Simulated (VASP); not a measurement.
An input for Quantum ESPRESSO's pw.x (written as the equivalent of a VASP run, and not itself run):

```
&CONTROL
  calculation = 'scf'
  pseudo_dir = './pseudo'
  outdir = './out'
  tprnfor = .true.
  tstress = .true.
/
&SYSTEM
  ibrav = 0
  nat = 3
  ntyp = 2
  ecutwfc = 84
  occupations = 'smearing'
  smearing = 'gaussian'
  degauss = 0.003675
  input_dft = 'pbe'
/
&ELECTRONS
  conv_thr = 7.3e-05
  electron_maxstep = 100
/
ATOMIC_SPECIES
  Mg 24.305 Mg.upf
  Si 28.085 Si.upf
CELL_PARAMETERS angstrom
     0.0000000    3.2385000    3.2385000
     3.2385000    0.0000000    3.2385000
     3.2385000    3.2385000    0.0000000
ATOMIC_POSITIONS crystal
  Mg   0.2500000  0.2500000  0.2500000
  Mg   0.7500000  0.7500000  0.7500000
  Si   0.0000000  0.0000000  0.0000000
K_POINTS automatic
  6 6 6 0 0 0
```

Question: Write the VASP files for the same calculation (PBE).

Answer: One answer among several that fit: 
File POSCAR:
```
Mg2Si
1
    0.0000000000     3.2385000000     3.2385000000
    3.2385000000     0.0000000000     3.2385000000
    3.2385000000     3.2385000000     0.0000000000
Mg Si
2 1
Direct
  0.2500000000   0.2500000000   0.2500000000
  0.7500000000   0.7500000000   0.7500000000
  0.0000000000   0.0000000000   0.0000000000
```

KPOINTS:
```
Automatic mesh
0
G
6 6 6
0 0 0
```

### INCAR
```
! general
SYSTEM  =  Mg2Si
PREC    =  Accurate
ENCUT   =  400
LREAL   =  F
LASPH   =  T

! electronic loop
EDIFF   =  1E-3
NELM    =  100
ALGO    =  Normal

! smearing
ISMEAR  =  0
SIGMA   =  0.05

! functional
GGA     =  PE

! ions
ISIF    =  2

! output
LWAVE   =  F
LCHARG  =  F
```

POTCAR, in this order: Mg Si (PBE.64 set). Program: vasp_std.

The two are equivalent in intent, not identical: the potentials are each code's own (VASP's PAW set, PseudoDojo norm-conserving files in pw.x), so ENCUT and ecutwfc are chosen apart and not converted; conv_thr bounds pw.x's estimated SCF error, while EDIFF bounds the energy change between steps.

The compound is Mg2Si in the antifluorite structure. The cell was not relaxed at this level. The run is one of a series of settings (EDIFF = 1E-3 against the base run), some of them coarse on purpose.
